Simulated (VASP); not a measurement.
Here is the system:

```xyz
3
Lattice="-1.6287 1.5614 3.8076 1.6287 -1.5614 3.8076 1.6287 1.5614 -3.8076" Properties=species:S:1:pos:R:3 pbc="T T T"
Si     0.0000     0.0000     5.0641
Si     0.0000     0.0000     2.5511
Mo     0.0359     0.0000     0.0000
```

Calculation: PBE GGA + U (Dudarev), VASP's PBE PAW potentials (set 64) (plane waves; VASP). Settings: 400 eV cut-off, 12×12×12 Γ-centred mesh, first-order Methfessel-Paxton smearing of 0.10 eV, potentials Si Mo_sv, U − J: Mo 5.00 eV.

**Question.** Which forces act on the atoms, in eV/Å?

**Answer.** 
```tsv
atom	Fx	Fy	Fz
Si1	0.201	0.000	-0.088
Si2	0.201	0.000	0.088
Mo3	-0.402	0.000	0.000
```

**Question.** Give the stress tensor in GPa (positive for a compressed cell).

**Answer.** 
```
 5.29   0.00   0.00
 0.00  17.85   0.00
 0.00   0.00  23.34
```
The pressure is its mean diagonal, 15.49 GPa.

The compound is MoSi2 in the MoSi2 type structure. The cell was not relaxed at this level. The run is one of a series of settings (LDAU = .TRUE., LDAUJ = 0 0, LDAUL = -1 2, LDAUTYPE = 2, LDAUU = 0 5.0, LMAXMIX = 2 against the base run), some of them coarse on purpose.
